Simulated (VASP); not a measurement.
Data:

```
CdSe
1.0
    2.14425    -3.71394     0.00000
    2.14425     3.71394     0.00000
    0.00000     0.00000     6.99186
Cd Se
2 2
Direct
  0.66667   0.33333   0.50005
  0.33333   0.66667   0.00005
  0.66667   0.33333   0.87595
  0.33333   0.66667   0.37595
```

These are PBE GGA with D3 dispersion (zero damping), VASP's PBE PAW potentials (set 64) (plane waves; VASP) values and carry that method's errors. Run with 520 eV cut-off, 6×6×3 Γ-centred mesh, Gaussian smearing of 0.050 eV, potentials Cd Se.

Task: What does the run give for the energy per atom (σ→0), pressure, band gap (on the k-mesh) with the smallest direct gap where there is one?

Result: 
| Item | Result |
|---|---|
| band gap (on the k-mesh) | 0.69 eV |
| smallest direct gap (on the k-mesh) | 0.69 eV |
| energy per atom (σ→0) | -2.997 eV/atom |
| pressure | 1.64 GPa |

The compound is CdSe in the wurtzite structure. This cell is one point of a volume scan, at 0.97 of the reference volume.
